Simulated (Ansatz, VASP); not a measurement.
## Two plane-wave programs on LiBe16 (a cell with a defect)

```
CELL_PARAMETERS angstrom
-2.29000 -3.96640 0.00000
3.43500 -1.98320 0.00000
0.00000 0.00000 7.17686
ATOMIC_POSITIONS crystal
Be 0.74437 0.42797 0.99631
Be 0.49079 0.29980 0.24031
Be 0.74440 0.42743 0.48735
Be 0.42721 0.29146 0.73701
Be 0.49089 0.98508 0.99774
Be 0.23782 0.80722 0.24301
Be 0.48822 0.98610 0.48649
Be 0.21458 0.89358 0.75329
Be 0.25314 0.48552 0.99090
Be 0.99242 0.29474 0.24234
Be 0.26132 0.48946 0.48025
Be 0.02379 0.49763 0.72853
Be 0.97994 0.92902 0.00358
Be 0.73399 0.79081 0.24476
Be 0.98702 0.92843 0.49684
Be 0.81191 0.11171 0.75127
Li 0.62255 0.70345 0.74222
```

Alike in both runs: functional LDA; k mesh 3 × 3 × 2; occupations fermi-dirac, width 0.15 eV; no spin polarisation.

Ansatz relaxed the structure, and its values are those at the end. VASP's run is a single point on that final structure, the one shown.

```csv
,VASP,Ansatz
version,VASP 6.6.1,Ansatz 0.2.0
potentials or method,"VASP PAW LDA potentials, release 64 (Be, Li_sv)","scalar-relativistic, plane waves, PAW"
plane-wave cutoff (eV),520,420
valence electrons in the cell,35,35
```

```csv
,VASP,Ansatz,Ansatz less VASP
rms of the force components (eV/Å),0.026,0.026,-0.0005
```

Caveats: the k mesh is coarse (spacing up to 0.53 Å⁻¹), so the values aren't converged.
